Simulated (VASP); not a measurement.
Energy against volume of Re (hcp). These are LDA (Ceperley-Alder, Perdew-Zunger), VASP's LDA PAW potentials (set 64) (plane waves; VASP) values and carry that method's errors. Numerical set-up: 520 eV cut-off, 15×15×8 Γ-centred mesh, first-order Methfessel-Paxton smearing of 0.10 eV, potentials Re.

Shape and ions are relaxed at each volume.

| V (Å³/atom) | E (eV/atom) |
|---|---|
| 13.961 | -13.74675 |
| 14.392 | -13.76474 |
| 14.824 | -13.74915 |
| 15.256 | -13.70509 |

**Question.** Fit these four points and predict the energy of the run at 13.529 Å³/atom.

**Answer.** A cubic in V^(−2/3), the third-order Birch-Murnaghan form, passes through the four points with V0 = 14.40 Å³/atom and B0 = 414 GPa, and gives -13.6889 eV/atom there. The run gave -13.6893 eV/atom, -0.4 meV/atom from the fit; all five points give B0 = 413 GPa.

The compound is Re in the hcp structure. It was relaxed first.
